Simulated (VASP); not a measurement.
Method: PBEsol GGA, VASP's PBE PAW potentials (set 64) (plane waves; VASP).

A VASP calculation is set up with these files.

INCAR:
```
SYSTEM = SnSe2
PREC = Accurate
ENCUT = 480
EDIFF = 1E-7
NELM = 100
ALGO = Normal
LREAL = .FALSE.
LASPH = .TRUE.
ISMEAR = 0
SIGMA = 0.05
GGA = PS
LMAXMIX = 4
LWAVE = .FALSE.
LCHARG = .FALSE.
ISIF = 3
IBRION = 2
NSW = 40
EDIFFG = -0.01
PSTRESS = 200
```

### KPOINTS
```
Automatic mesh
0
Gamma
6 6 4
```

### POSCAR
```
SnSe2
1
    1.9097740925    -3.3078259723     0.0000000000
    1.9097740925     3.3078259723     0.0000000000
    0.0000000000     0.0000000000     6.2565583339
Sn Se
1 2
Direct
  0.0000000000   0.0000000000   0.0000000000
  0.3333330000   0.6666670000   0.2532711771
  0.6666670000   0.3333330000   0.7467288229
```

POTCAR, in this order: Sn_d Se (PBE.64 set). Program: vasp_std.

The run wrote:

OSZICAR:
```
...
DAV:   5    -0.123061682192E+02    0.58549E-04   -0.11514E-04  1245   0.158E-01    0.229E-02
DAV:   6    -0.123061652287E+02    0.29905E-05   -0.25712E-05  1015   0.598E-02    0.775E-03
DAV:   7    -0.123061652765E+02   -0.47868E-07   -0.12932E-06  1055   0.113E-02    0.271E-03
DAV:   8    -0.123061651351E+02    0.14147E-06   -0.91592E-08   442   0.444E-03    0.628E-04
DAV:   9    -0.123061651433E+02   -0.82582E-08   -0.28779E-08   412   0.227E-03
  10 F= -.47512852E+01 E0= -.47507494E+01  d E =-.633505E-01
       N       E                     dE             d eps       ncg     rms          rms(c)
DAV:   1    -0.124274538355E+02   -0.12129E+00   -0.81859E+00   919   0.246E+01    0.250E+00
DAV:   2    -0.123112602745E+02    0.11619E+00   -0.51047E-01   989   0.812E+00    0.146E+00
DAV:   3    -0.122597840110E+02    0.51476E-01   -0.74544E-02  1141   0.327E+00    0.481E-01
DAV:   4    -0.122550493008E+02    0.47347E-02   -0.12047E-02  1116   0.140E+00    0.132E-01
DAV:   5    -0.122549929932E+02    0.56308E-04   -0.14252E-03  1178   0.380E-01    0.591E-02
DAV:   6    -0.122549761031E+02    0.16890E-04   -0.15404E-04   963   0.107E-01    0.157E-02
DAV:   7    -0.122549757783E+02    0.32481E-06   -0.95214E-06   986   0.437E-02    0.569E-03
DAV:   8    -0.122549754830E+02    0.29530E-06   -0.16362E-06   994   0.106E-02    0.268E-03
DAV:   9    -0.122549754045E+02    0.78494E-07   -0.13169E-07   645   0.333E-03
  11 F= -.48041666E+01 E0= -.48035509E+01  d E =-.528814E-01
       N       E                     dE             d eps       ncg     rms          rms(c)
DAV:   1    -0.122458082956E+02    0.91672E-02   -0.14748E+00   917   0.108E+01    0.105E+00
DAV:   2    -0.122250025606E+02    0.20806E-01   -0.86328E-02   971   0.341E+00    0.621E-01
DAV:   3    -0.122156107261E+02    0.93918E-02   -0.14053E-02  1085   0.176E+00    0.194E-01
DAV:   4    -0.122148997428E+02    0.71098E-03   -0.24588E-03  1165   0.630E-01    0.563E-02
DAV:   5    -0.122148876404E+02    0.12102E-04   -0.26272E-04  1206   0.163E-01    0.240E-02
DAV:   6    -0.122148845295E+02    0.31109E-05   -0.31102E-05   975   0.569E-02    0.629E-03
DAV:   7    -0.122148844587E+02    0.70806E-07   -0.17439E-06  1014   0.210E-02    0.247E-03
DAV:   8    -0.122148843447E+02    0.11400E-06   -0.21035E-07   595   0.557E-03    0.936E-04
DAV:   9    -0.122148843235E+02    0.21158E-07   -0.47837E-08   427   0.299E-03
  12 F= -.48101547E+01 E0= -.48094558E+01  d E =-.588695E-01
       N       E                     dE             d eps       ncg     rms          rms(c)
DAV:   1    -0.122066084046E+02    0.82759E-02   -0.66095E-02   967   0.233E+00    0.221E-01
DAV:   2    -0.122056546697E+02    0.95373E-03   -0.36896E-03   987   0.823E-01    0.131E-01
DAV:   3    -0.122052384189E+02    0.41625E-03   -0.68098E-04  1084   0.439E-01    0.401E-02
DAV:   4    -0.122052111731E+02    0.27246E-04   -0.12451E-04  1192   0.133E-01    0.119E-02
DAV:   5    -0.122052107861E+02    0.38702E-06   -0.12163E-05  1222   0.350E-02    0.477E-03
DAV:   6    -0.122052107596E+02    0.26528E-07   -0.14843E-06  1012   0.137E-02    0.125E-03
DAV:   7    -0.122052107505E+02    0.90358E-08   -0.59334E-08   473   0.415E-03
  13 F= -.48103466E+01 E0= -.48096331E+01  d E =-.590614E-01
       N       E                     dE             d eps       ncg     rms          rms(c)
DAV:   1    -0.122019098672E+02    0.33009E-02   -0.80299E-03   917   0.815E-01    0.769E-02
DAV:   2    -0.122017956245E+02    0.11424E-03   -0.46068E-04   988   0.295E-01    0.459E-02
DAV:   3    -0.122017451098E+02    0.50515E-04   -0.84968E-05  1107   0.157E-01    0.140E-02
DAV:   4    -0.122017421978E+02    0.29120E-05   -0.15018E-05  1187   0.465E-02    0.425E-03
DAV:   5    -0.122017422377E+02   -0.39881E-07   -0.15843E-06  1242   0.125E-02    0.172E-03
DAV:   6    -0.122017422639E+02   -0.26203E-07   -0.17480E-07   535   0.496E-03
  14 F= -.48103300E+01 E0= -.48096118E+01  d E =-.590448E-01
       N       E                     dE             d eps       ncg     rms          rms(c)
DAV:   1    -0.122160964059E+02   -0.14354E-01   -0.57351E-02   964   0.248E+00    0.199E-01
DAV:   2    -0.122155511065E+02    0.54530E-03   -0.35968E-03   929   0.719E-01    0.988E-02
DAV:   3    -0.122152790369E+02    0.27207E-03   -0.55104E-04  1049   0.375E-01    0.322E-02
DAV:   4    -0.122152593692E+02    0.19668E-04   -0.86448E-05  1241   0.978E-02    0.119E-02
DAV:   5    -0.122152551767E+02    0.41925E-05   -0.50148E-06  1268   0.374E-02    0.426E-03
DAV:   6    -0.122152546538E+02    0.52289E-06   -0.10982E-06   946   0.121E-02    0.132E-03
DAV:   7    -0.122152546019E+02    0.51951E-07   -0.56515E-08   471   0.238E-03
  15 F= -.48105461E+01 E0= -.48097486E+01  d E =-.216080E-03
       N       E                     dE             d eps       ncg     rms          rms(c)
DAV:   1    -0.122145643894E+02    0.69026E-03   -0.15672E-04   972   0.130E-01    0.104E-02
DAV:   2    -0.122145628753E+02    0.15141E-05   -0.97946E-06   937   0.383E-02    0.515E-03
DAV:   3    -0.122145622281E+02    0.64724E-06   -0.15268E-06  1035   0.200E-02    0.166E-03
DAV:   4    -0.122145622648E+02   -0.36748E-07   -0.16434E-07   468   0.501E-03
  16 F= -.48105469E+01 E0= -.48097536E+01  d E =-.216882E-03
       N       E                     dE             d eps       ncg     rms          rms(c)
DAV:   1    -0.122079382496E+02    0.66240E-02   -0.67144E-03  1019   0.107E+00    0.690E-02
DAV:   2    -0.122078364266E+02    0.10182E-03   -0.32876E-04  1073   0.269E-01    0.341E-02
DAV:   3    -0.122078044383E+02    0.31988E-04   -0.93053E-05  1077   0.165E-01    0.606E-03
DAV:   4    -0.122078047103E+02   -0.27197E-06   -0.52193E-06   897   0.215E-02    0.319E-03
DAV:   5    -0.122078049029E+02   -0.19261E-06   -0.27565E-07   909   0.660E-03    0.104E-03
DAV:   6    -0.122078049784E+02   -0.75527E-07   -0.40537E-08   454   0.223E-03
  17 F= -.48106344E+01 E0= -.48098151E+01  d E =-.874845E-04
       N       E                     dE             d eps       ncg     rms          rms(c)
DAV:   1    -0.122034748762E+02    0.43300E-02   -0.27897E-03  1019   0.689E-01    0.445E-02
DAV:   2    -0.122034323367E+02    0.42539E-04   -0.13670E-04  1073   0.173E-01    0.220E-02
DAV:   3    -0.122034190948E+02    0.13242E-04   -0.38683E-05  1076   0.106E-01    0.389E-03
DAV:   4    -0.122034193355E+02   -0.24075E-06   -0.21648E-06   897   0.138E-02    0.205E-03
DAV:   5    -0.122034195152E+02   -0.17964E-06   -0.88582E-08   570   0.424E-03    0.619E-04
DAV:   6    -0.122034195792E+02   -0.64017E-07   -0.41760E-08   430   0.211E-03
  18 F= -.48106523E+01 E0= -.48098161E+01  d E =-.105459E-03
       N       E                     dE             d eps       ncg     rms          rms(c)
DAV:   1    -0.122029435766E+02    0.47594E-03   -0.32562E-05  1019   0.743E-02    0.477E-03
DAV:   2    -0.122029430242E+02    0.55244E-06   -0.15999E-06  1072   0.185E-02    0.234E-03
DAV:   3    -0.122029428807E+02    0.14353E-06   -0.41702E-07   691   0.114E-02    0.355E-04
DAV:   4    -0.122029429197E+02   -0.39056E-07   -0.51101E-08   416   0.195E-03
  19 F= -.48106524E+01 E0= -.48098144E+01  d E =-.105555E-03
       N       E                     dE             d eps       ncg     rms          rms(c)
DAV:   1    -0.122073991182E+02   -0.44562E-02   -0.23183E-03  1078   0.709E-01    0.492E-02
DAV:   2    -0.122073512730E+02    0.47845E-04   -0.17379E-04  1061   0.214E-01    0.237E-02
DAV:   3    -0.122073340769E+02    0.17196E-04   -0.35049E-05  1089   0.103E-01    0.562E-03
DAV:   4    -0.122073327775E+02    0.12995E-05   -0.27388E-06  1168   0.163E-02    0.231E-03
DAV:   5    -0.122073322512E+02    0.52631E-06   -0.15205E-07   603   0.613E-03    0.580E-04
DAV:   6    -0.122073321897E+02    0.61487E-07   -0.75669E-08   419   0.338E-03
  20 F= -.48106569E+01 E0= -.48097991E+01  d E =-.443051E-05
```

**OUTCAR**
```
------------------------ aborting loop because EDIFF is reached ----------------------------------------
  FORCE on cell =-STRESS in cart. coord.  units (eV):
  Direction    XX          YY          ZZ          XY          YZ          ZX
  --------------------------------------------------------------------------------------
  Total        7.3730453      7.3730504      7.3825613      0.0000000      0.0000000     -0.0000000
  in kB      199.3610646    199.3612006    199.6183698      0.0000000      0.0000000     -0.0000000
  external PRESSURE =      -0.5531217 kB  Pullay stress =     200.0000000 kB
  volume of cell :       59.25
      direct lattice vectors                 reciprocal lattice vectors
     1.811957360 -3.138403280  0.000000000     0.275944683 -0.159316683  0.000000000
     1.811957360  3.138403280 -0.000000000     0.275944683  0.159316683  0.000000000
    -0.000000000  0.000000000  5.209912440    -0.000000000  0.000000000  0.191941805
 POSITION                                       TOTAL-FORCE (eV/Angst)
 -----------------------------------------------------------------------------------
      0.00000      0.00000      0.00000        -0.000000     -0.000000      0.000000
      1.81196      1.04614      1.57684         0.000000      0.000000     -0.007536
      1.81196     -1.04614      3.63307        -0.000000     -0.000000      0.007536
 -----------------------------------------------------------------------------------
    total drift:                                0.000000      0.000000      0.000000
  FREE ENERGIE OF THE ION-ELECTRON SYSTEM (eV)
  ---------------------------------------------------
  free  energy   TOTEN  =       -12.2073321897 eV

  energy  without entropy=      -12.2056165940  energy(sigma->0) =      -12.20647439
  enthalpy is  TOTEN    =        -4.8106568663 eV   P V=        7.3966753234

 reached required accuracy - stopping structural energy minimisation
```
(Selected blocks of OUTCAR.)

File CONTCAR:
```
SnSe2
   1.00000000000000
     1.8119573602584786   -3.1384032797541299    0.0000000000000000
     1.8119573602584786    3.1384032797541299   -0.0000000000000000
    -0.0000000000000000    0.0000000000000000    5.2099124399804637
  Sn              Se
     1     2
Direct
     0.0000000000000000    0.0000000000000000    0.0000000000000000
     0.3333330000000032    0.6666669999999968    0.3026612998552625
     0.6666669999999968    0.3333330000000032    0.6973387001447375
```

Energy and stress use the plane-wave basis of the starting cell. Without a dispersion term in the relaxation, distances and binding between the weakly bound layers, chains or molecules are unreliable, and so is what depends on them.

The compound is SnSe2 in the 1T layered structure. This run relaxes it under an external pressure of 20 GPa. Symmetry was kept, so distortions that lower it aren't found. The k-mesh is coarse (spacing up to 0.33 per Å, 2π included), so the numbers may not be converged in it.
